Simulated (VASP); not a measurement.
Input:

```yaml
crystal:
  lattice:
    - [3.49291, 0.00000, 0.00000]
    - [0.00000, 3.49291, 0.00000]
    - [0.00000, 0.00000, 3.49291]
  atoms:
    - { symbol: Fe, position: [0.00000, 0.00000, 0.00000], spin: 3.0 }
    - { symbol: Ni, position: [0.00000, 0.50000, 0.50000], spin: 0.8 }
    - { symbol: Ni, position: [0.50000, 0.00000, 0.50000], spin: 0.8 }
    - { symbol: Ni, position: [0.50000, 0.50000, 0.00000], spin: 0.8 }
```

Level of theory: MS2 meta-GGA, VASP's PBE PAW potentials (set 64) (plane waves; VASP 6.6.1). Run with 520 eV cut-off, 10×10×10 Γ-centred mesh, tetrahedra with Blöchl corrections, potentials Fe Ni.

**Question.** Give the spin-up energies of bands 11 to 24 at the high-symmetry points, in eV from the Fermi level.

**Answer.** 
```
band      Γ      X      M      R
----  -----  -----  -----  -----
11    -2.25  -3.27  -3.52  -3.20
12    -2.25  -2.57  -3.52  -3.20
13    -1.32  -2.56  -3.46  -1.35
14    -1.32  -2.56  -2.45  -1.35
15    -1.27  -2.23  -2.34  -1.35
16    -1.24  -2.23  -2.34  -1.35
17    -1.24  -2.10  -2.33  -1.35
18    -1.24  -2.05  -2.33  -1.32
19    -1.11  -1.98  -2.18  -1.32
20    -1.11  -1.52  -1.88  -1.32
21    -1.11  -1.24   0.32  -0.94
22     1.94  -1.11   0.32  -0.94
23     1.94   7.42   0.45  -0.94
24     1.94   7.42   0.45  -0.84
```

**Question.** Give the spin-down energies of bands 11 to 24 at the high-symmetry points, in eV from the Fermi level.

**Answer.** 
```json
[
 {"band": "11", "Γ": "-1.34", "X": "-2.06", "M": "-2.37", "R": "-1.69"},
 {"band": "12", "Γ": "-1.34", "X": "-1.89", "M": "-1.92", "R": "-1.69"},
 {"band": "13", "Γ": "-0.21", "X": "-1.51", "M": "-1.92", "R": "-0.94"},
 {"band": "14", "Γ": "0.63", "X": "-1.01", "M": "-1.84", "R": "-0.83"},
 {"band": "15", "Γ": "0.63", "X": "-1.01", "M": "-1.49", "R": "-0.83"},
 {"band": "16", "Γ": "0.63", "X": "-0.89", "M": "-1.18", "R": "-0.83"},
 {"band": "17", "Γ": "1.15", "X": "-0.14", "M": "-0.43", "R": "0.21"},
 {"band": "18", "Γ": "1.15", "X": "-0.14", "M": "0.18", "R": "0.21"},
 {"band": "19", "Γ": "1.15", "X": "0.63", "M": "0.18", "R": "0.21"},
 {"band": "20", "Γ": "1.22", "X": "0.86", "M": "0.88", "R": "0.71"},
 {"band": "21", "Γ": "1.22", "X": "0.93", "M": "1.50", "R": "0.71"},
 {"band": "22", "Γ": "2.04", "X": "1.12", "M": "1.50", "R": "0.71"},
 {"band": "23", "Γ": "2.04", "X": "7.99", "M": "2.24", "R": "1.54"},
 {"band": "24", "Γ": "2.04", "X": "7.99", "M": "2.62", "R": "1.54"}
]
```

It has no gap at this level: it comes out as a metal or semimetal.

The compound is Ni3Fe in the L1_2 structure. It was relaxed first.
